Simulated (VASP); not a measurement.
Input:

```
CELL_PARAMETERS angstrom
      0.00000     2.42308     2.42308
      2.42308     0.00000     2.42308
      2.42308     2.42308     0.00000
ATOMIC_POSITIONS crystal
  Y  0.00000 0.00000 0.00000
  N  0.50000 0.50000 0.50000
```

The numbers are results of optB88-vdW, VASP's PBE PAW potentials (set 64) (plane waves; VASP), not measurements. Numerical set-up: 520 eV cut-off, 9×9×9 Γ-centred mesh, Gaussian smearing of 0.050 eV, potentials Y_sv N.

Question: Give the stress tensor in GPa (positive for a compressed cell).

Answer: 
```
5.33  0.00  0.00
0.00  5.33  0.00
0.00  0.00  5.33
```
The pressure is its mean diagonal, 5.33 GPa.

The compound is YN in the rock salt structure. This cell is one point of a volume scan, at 0.97 of the reference volume.
